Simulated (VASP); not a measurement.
# LiSiP (Cmmm) in VASP: equation of state with RPBE

Aim: the equation of state of LiSiP with RPBE.

Program: VASP 6.6.1. These are calculated values, not measurements. Logs are shortened: lines on timing, memory, paths and dates and some standing lists are left out, and cuts for length are marked.

**1. The crystal as given**

It takes space group Cmmm (No. 65, orthorhombic). The conventional cell has a = 4.058 Å, b = 4.320 Å, c = 5.445 Å, α = 90.00°, β = 90.00°, γ = 90.00°. Around Li (site symmetry mmm) lie 2 Si at 2.72 Å and 4 Li at 2.96 Å. Around Si (site symmetry mmm) lie 4 P at 2.03 to 2.16 Å. Around P (site symmetry mmm) lie 4 Si at 2.03 to 2.16 Å.

The cell was built by a generator and needn't be a form met in nature.

**2. Equation of state, RPBE**

run.py reads:

```python
from ase import Atoms
from ase.calculators.vasp import Vasp
from ase.eos import EquationOfState
from ase.io import Trajectory
from ase.units import GPa

atoms = Atoms(
    ['Li', 'Si', 'P'],
    cell=[[2.02883226, -2.15990198, 0.0], [2.02883226, 2.15990198, 0.0], [0.0, 0.0, 5.44504535]],
    scaled_positions=[[0.5, 0.5, 0.5], [0.5, 0.5, 0.0], [0.0, 0.0, 0.0]],
    pbc=True,
)
calc = Vasp(
    directory='calc',
    xc='rpbe',
    pp='PBE',
    setups='materialsproject',
    prec='Accurate',
    encut=520,
    ediff=1e-07,
    ismear=-1,
    sigma=0.05,
    lreal=False,
    lasph=True,
    nelm=60,
    algo='Normal',
    isif=2,
    lwave=False,
    lcharg=False,
    isym=1,
    kpts=[2, 2, 1],
    gamma=True,
)
atoms.calc = calc
cell = atoms.cell.copy()
volumes, energies = [], []
traj = Trajectory('eos.traj', 'w')
for x in [0.94, 0.96, 0.98, 1.0, 1.02, 1.04, 1.06]:
    atoms.set_cell(cell * x ** (1 / 3), scale_atoms=True)
    volumes.append(atoms.get_volume())
    energies.append(atoms.get_potential_energy())
    traj.write(atoms)
    print(f'{x:5.2f} {volumes[-1]:12.5f} {energies[-1]:14.6f}')

v0, e0, B = EquationOfState(volumes, energies, eos='birchmurnaghan').fit()
print(f'V0 = {v0:.4f} A^3, E0 = {e0:.6f} eV, B = {B / GPa:.2f} GPa')
```

Potentials or basis: VASP PAW PBE potentials, release 64 (Li_sv, Si, P).

Command:

```bash
$ python run.py
```

Standard output:

```text
0.94     44.85796      -7.159182
 0.96     45.81239      -7.453583
 0.98     46.76681      -7.720214
 1.00     47.72124      -7.961038
 1.02     48.67566      -8.178339
 1.04     49.63009      -8.373431
 1.06     50.58451      -8.548092
<dir> UserWarning: The minimum volume of your fit is not in your volumes.  You may not have a minimum in your dataset!
  warnings.warn(
V0 = 63.6195 A^3, E0 = -9.495862 eV, B = 80.79 GPa
```

OUTCAR:

```text
ENCUT = 520.000000
   EDIFF = 1.00e-07
   GGA = RP
   PREC = Accurate
   ISIF = 2
   ISMEAR = -1
   ISYM = 1
   NELM = 60
   LASPH = .TRUE.
   LREAL = .FALSE.

 ion  position               nearest neighbor table
   1  0.500  0.500  0.500-   2 2.78   2 2.78
   2  0.500  0.500  0.000-   3 2.07   3 2.07   3 2.20   3 2.20   1 2.78   1 2.78
   3  0.000  0.000  0.000-   2 2.07   2 2.07   2 2.20   2 2.20

  LATTYP: Found a base centered orthorhombic cell.
 ALAT       =     4.1372467737
 B/A-ratio  =     1.0646035272
 C/A-ratio  =     1.3419161005

  Lattice vectors:

 A1 = (   2.0686233868,  -2.2022637540,   0.0000000000)
 A2 = (   2.0686233868,   2.2022637540,   0.0000000000)
 A3 = (   0.0000000000,   0.0000000000,   5.5518380575)

Analysis of symmetry for initial positions (statically):
=====================================================================
 Subroutine PRICEL returns:
 Original cell was already a primitive cell.

 Routine SETGRP: Setting up the symmetry group for a
 base centered orthorhombic supercell.

 Subroutine GETGRP returns: Found  8 space group operations
 (whereof  8 operations were pure point group operations)
 out of a pool of  8 trial point group operations.

The static configuration has the point symmetry D_2h.

Analysis of symmetry for dynamics (positions and initial velocities):
=====================================================================
 Subroutine PRICEL returns:
 Original cell was already a primitive cell.

 Routine SETGRP: Setting up the symmetry group for a
 base centered orthorhombic supercell.

 Subroutine GETGRP returns: Found  8 space group operations
 (whereof  8 operations were pure point group operations)
 out of a pool of  8 trial point group operations.

The dynamic configuration has the point symmetry D_2h.

 Subroutine INISYM returns: Found  8 space group operations
 (whereof  8 operations are pure point group operations),
 and found     1 'primitive' translations

----------------------------------------------------------------------------------------

                                     Primitive cell

  volume of cell :      50.5845

  direct lattice vectors                    reciprocal lattice vectors
     2.068623387 -2.202263754  0.000000000     0.241706636 -0.227039109  0.000000000
     2.068623387  2.202263754  0.000000000     0.241706636  0.227039109  0.000000000
     0.000000000  0.000000000  5.551838058     0.000000000  0.000000000  0.180120528

  length of vectors
     3.021451366  3.021451366  5.551838058     0.331615523  0.331615523  0.180120528

  position of ions in fractional coordinates (direct lattice)
     0.500000000  0.500000000  0.500000000
     0.500000000  0.500000000  0.000000000
     0.000000000  0.000000000  0.000000000

  ion indices of the primitive-cell ions
   primitive index   ion index
                 1           1
                 2           2
                 3           3

----------------------------------------------------------------------------------------

 KPOINTS: KPOINTS created by Atomic Simulation Env

Automatic generation of k-mesh.
 Grid dimensions read from file:
 generate k-points for:    2    2    1

 Generating k-lattice:

  Cartesian coordinates                     Fractional coordinates (reciprocal lattice)
     0.120853318 -0.113519554  0.000000000     0.500000000 -0.000000000  0.000000000
     0.120853318  0.113519554  0.000000000    -0.000000000  0.500000000  0.000000000
     0.000000000  0.000000000  0.180120528     0.000000000  0.000000000  1.000000000

  Length of vectors
     0.165807761  0.165807761  0.180120528

  Shift w.r.t. Gamma in fractional coordinates (k-lattice)
     0.000000000  0.000000000  0.000000000

 Subroutine IBZKPT returns following result:
 ===========================================

 Found      3 irreducible k-points:

 Following reciprocal coordinates:
            Coordinates               Weight
  0.000000  0.000000  0.000000      1.000000
  0.500000  0.000000  0.000000      2.000000
  0.500000  0.500000  0.000000      1.000000
   k-points           NKPTS =      3   k-points in BZ     NKDIM =      3   number of bands    NBANDS=     10
   number of dos      NEDOS =    301   number of ions     NIONS =      3
   total plane-waves  NPLWV =  24192
   dimension x,y,z NGX =    24 NGY =   24 NGZ =   42
   dimension x,y,z NGXF=    48 NGYF=   48 NGZF=   84
   ions per type =               1   1   1
   NGX,Y,Z   is equivalent  to a cutoff of  13.21, 13.21, 12.58 a.u.
   NGXF,Y,Z  is equivalent  to a cutoff of  26.41, 26.41, 25.15 a.u.
 SYSTEM =  unknown system
   PREC   = accura    normal or accurate (medium, high low for compatibility)
   ISTART =      0    job   : 0-new  1-cont  2-samecut
   ICHARG =      2    charge: 1-file 2-atom 10-const
   ISPIN  =      1    spin polarized calculation?
   LNONCOLLINEAR =      F non collinear calculations
   LSORBIT =      F    spin-orbit coupling
   LASPH  =      T    aspherical Exc in radial PAW
   ENCUT  =  520.0 eV  38.22 Ry    6.18 a.u.   5.62  5.62 10.32*2*pi/ulx,y,z
   NELM   =     60;   NELMIN=  2; NELMDL=  0     # of ELM steps
   EDIFF  = 0.1E-06   stopping-criterion for ELM
   LREAL  =      F    real-space projection
   EDIFFG = 0.1E-05   stopping-criterion for IOM
   NSW    =      0    number of steps for IOM
   IBRION =     -1    ionic relax: 0-MD 1-quasi-New 2-CG
   NFREE  =      0    steps in history (QN), initial steepest desc. (CG)
   ISIF   =      2    stress and relaxation
   ISYM   =      1    0-nonsym 1-usesym 2-fastsym
   POTIM  = 0.5000    time-step for ionic-motion
   TEBEG  =    0.0;   TEEND  =   0.0 temperature during run
   PSTRESS=    0.0 pullay stress
   NELECT =      12.0000    total number of electrons
   NUPDOWN=      -1.0000    fix difference up-down
   EMIN   =  10.00;   EMAX   =-10.00  energy-range for DOS
   EFERMI =   0.00;   METHOD = LEGACY
   ISMEAR =    -1;   SIGMA  =   0.05  broadening in eV -4-tet -1-fermi 0-gaus
   EFERMI_NEDOS =   21; number of points for ismear=-14 and -15
   IALGO  =     38    algorithm
   IMIX   =      4    mixing-type and parameters
     AMIX     =   0.40;   BMIX     =  1.00
     AMIX_MAG =   1.60;   BMIX_MAG =  1.00
  volume/ion in A,a.u.               =      16.86       113.79
  Fermi-wavevector in a.u.,A,eV,Ry     =   1.013435  1.915115 13.973881  1.027051
  Thomas-Fermi vector in A             =   2.146604
   LORBIT       =      0    0 simple, 1 ext, 2 COOP (PROOUT), +10 PAW based schemes
   GGA     = RP    functional components
   LHFCALC =     F    Hartree Fock is set to
   AEXX    =    0.0000 exact exchange contribution
   IVDW    =     0    specifies the selected vdW correction
   LEPSILON=     F    determine dielectric tensor
   LRPA    =     F    only Hartree local field effects (RPA)
 non-spin polarized calculation
  energy-cutoff  :      520.00
  volume of cell :       50.58
 maximum number of plane-waves:      1387
 NGX is ok and might be reduce to    24
   NGX = 11   NGY = 11   NGZ = 21

 number of electron      12.0000001 magnetization

 Free energy of the ion-electron system (eV)
  ---------------------------------------------------
  ext. energy  EPLUGINS =         0.00000000
  ---------------------------------------------------
  free energy    TOTEN  =        -8.54948404 eV

  energy without entropy =       -8.54669912  energy(sigma->0) =       -8.54809158

 E-fermi :   6.1548     XC(G=0):  -9.0169

 val. band max:        5.8828480893   @ k =   0.5000   0.0000   0.0000
 cond. band min:       6.4268154623   @ k =   0.5000   0.0000   0.0000
 fundamental gap:      0.5439673731
 Fermi energy:         6.1548351613

 k-point     1 :       0.0000    0.0000    0.0000
  band No.  band energies     occupation
      1     -42.0894      2.00000
      2      -9.5823      2.00000
      3      -0.1940      2.00000
      4       2.9808      2.00000
      5       4.0983      2.00000
      6       4.1640      2.00000
      7       7.6326      0.00000
      8       8.2693      0.00000
      9      11.4814      0.00000
     10      14.4883      0.00000

 k-point     2 :       0.5000    0.0000    0.0000
  band No.  band energies     occupation
      1     -42.0830      2.00000
      2      -6.3831      2.00000
      3      -4.9850      2.00000
      4       3.3551      2.00000
      5       3.7602      2.00000
      6       5.8828      1.99136
      7       6.4268      0.00864
      8       7.8666      0.00000
      9       8.2874      0.00000
     10      11.3249      0.00000

 k-point     3 :       0.5000    0.5000    0.0000
  band No.  band energies     occupation
      1     -42.0769      2.00000
      2      -3.4518      2.00000
      3      -2.1262      2.00000
      4      -1.9039      2.00000
      5      -0.0178      2.00000
      6       5.4837      2.00000
      7       6.9032      0.00000
      8       8.8084      0.00000
      9       9.1304      0.00000
     10       9.2695      0.00000

------------------------ aborting loop because EDIFF is reached ----------------------------------------

  FORCE on cell =-STRESS in cart. coord.  units (eV):
  Direction    XX          YY          ZZ          XY          YZ          ZX
  --------------------------------------------------------------------------------------
  -------------------------------------------------------------------------------------
  Total       12.1254644     13.1577626      0.7931559     -0.0000000      0.0000000      0.0000000
  in kB      384.0532240    416.7494938     25.1218491     -0.0000000      0.0000000      0.0000000
  external PRESSURE =     275.3081890 kB  Pullay stress =       0.0000000 kB

 VOLUME and BASIS-vectors are now :
 -----------------------------------------------------------------------------
  energy-cutoff  :      520.00
  volume of cell :       50.58
      direct lattice vectors                 reciprocal lattice vectors
     2.068623387 -2.202263754  0.000000000     0.241706636 -0.227039109  0.000000000
     2.068623387  2.202263754  0.000000000     0.241706636  0.227039109  0.000000000
     0.000000000  0.000000000  5.551838058     0.000000000  0.000000000  0.180120528

 POSITION                                       TOTAL-FORCE (eV/Angst)
 -----------------------------------------------------------------------------------
      2.06862      0.00000      2.77592         0.000000      0.000000      0.000000
      2.06862      0.00000      0.00000        -0.000000      0.000000      0.000000
      0.00000      0.00000      0.00000        -0.000000      0.000000      0.000000
 -----------------------------------------------------------------------------------
    total drift:                                0.000000      0.000000      0.000000

  FREE ENERGIE OF THE ION-ELECTRON SYSTEM (eV)
  ---------------------------------------------------
  free  energy   TOTEN  =        -8.5494840352 eV

  energy  without entropy=       -8.5466991227  energy(sigma->0) =       -8.54809158
```

INCAR:

```text
ENCUT = 520.000000
SIGMA = 0.050000
EDIFF = 1.00e-07
ALGO = Normal
GGA = RP
PREC = Accurate
ISIF = 2
ISMEAR = -1
ISYM = 1
NELM = 60
LASPH = .TRUE.
LCHARG = .FALSE.
LWAVE = .FALSE.
LREAL = .FALSE.
```

Wall time 30 s (1 thread of AMD EPYC 9R14 (Zen 4), shared host); peak memory 0.12 GiB.

The run converged, but some of its settings lie outside the range that counts as converged (typed here: ISYM = 1; k = 2 × 2 × 1), so its numbers aren't taken as properties of the crystal.

What came out:

| Quantity | Value |
| --- | --- |
| Equilibrium volume | outside the volumes run |

Caveat: the k mesh is coarse (spacing up to 1.15 Å⁻¹), so the values aren't converged; the cutoff is under 1.25 times the usual one of these potentials, so pressure, stress and relaxed cells hold a basis-set (Pulay) error; the PAW data sets were made with another functional, which shifts forces and pressure a little.

**3. For comparison**

An earlier run on the cell as given: functional PBE; potentials or basis VASP PAW PBE potentials, release 64 (Li_sv, Si, P); cutoff 520 eV; k mesh 9 × 9 × 5; occupations fermi-dirac, width 0.05 eV; no spin polarisation.

* Band gap on the k mesh: none (metal or under the smearing width)
